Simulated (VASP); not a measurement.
An input for Ansatz (written as the equivalent of a VASP run, and not itself run):

Ansatz 0.2 input:
```yaml
crystal:
  lattice:
    - [0.0000000, 2.7531522, 2.7531522]
    - [2.7531522, 0.0000000, 2.7531522]
    - [2.7531522, 2.7531522, 0.0000000]
  atoms:
    - { symbol: Be, position: [0.0000000, 0.0000000, 0.0000000] }
    - { symbol: Te, position: [0.2500000, 0.2500000, 0.2500000] }
kpoints:
  mp_grid: { grid: [8, 8, 8] }
hamiltonian:
  xc: lda
  pseudopotentials: { kind: paw }
scf:
  occupations: { method: gaussian, width: 0.05 }
  max_iter: 100
output: { forces: true, stress: true, eigenvalues: true }
```

Task: Translate this input to VASP (INCAR, KPOINTS, POSCAR, choice of POTCAR).

Result: Several could match; the one computed here: 
INCAR:
```
! general
SYSTEM  = BeTe
PREC    = Accurate
ENCUT   = 520   ! plane-wave cut-off (eV)
LREAL   = F   ! projection in real space or not
LASPH   = T   ! aspherical one-centre terms

! electronic loop
EDIFF   = 1E-7   ! SCF stop (eV)
NELM    = 100   ! most electronic steps
ALGO    = Normal
LMAXMIX = 4

! smearing
ISMEAR  = 0   ! Gaussian
SIGMA   = 0.05

! ions
ISIF    = 2

! output
LWAVE   = F
LCHARG  = F
```

**KPOINTS**
```
Automatic mesh
0
Gamma
8 8 8
0 0 0
```

### POSCAR
```
BeTe
1
    0.0000000000     2.7531521819     2.7531521819
    2.7531521819     0.0000000000     2.7531521819
    2.7531521819     2.7531521819     0.0000000000
Be Te
1 1
Direct
  0.0000000000   0.0000000000   0.0000000000
  0.2500000000   0.2500000000   0.2500000000
```

POTCAR, in this order: Be Te (LDA.64 set). Program: vasp_std.

Limits of the translation: each code has its own PAW files, so the cut-off isn't converted (ENCUT is set for VASP's; basis.ecutwfc is left out, and Ansatz then takes the one that its files recommend); Ansatz stops its SCF on the density residual and VASP on the energy change (EDIFF); Ansatz's lda is the Perdew-Wang form, while the LDA potentials of VASP carry Perdew-Zunger's.

The compound is BeTe in the zinc blende structure. This cell is one point of a volume scan, at 0.97 of the reference volume.
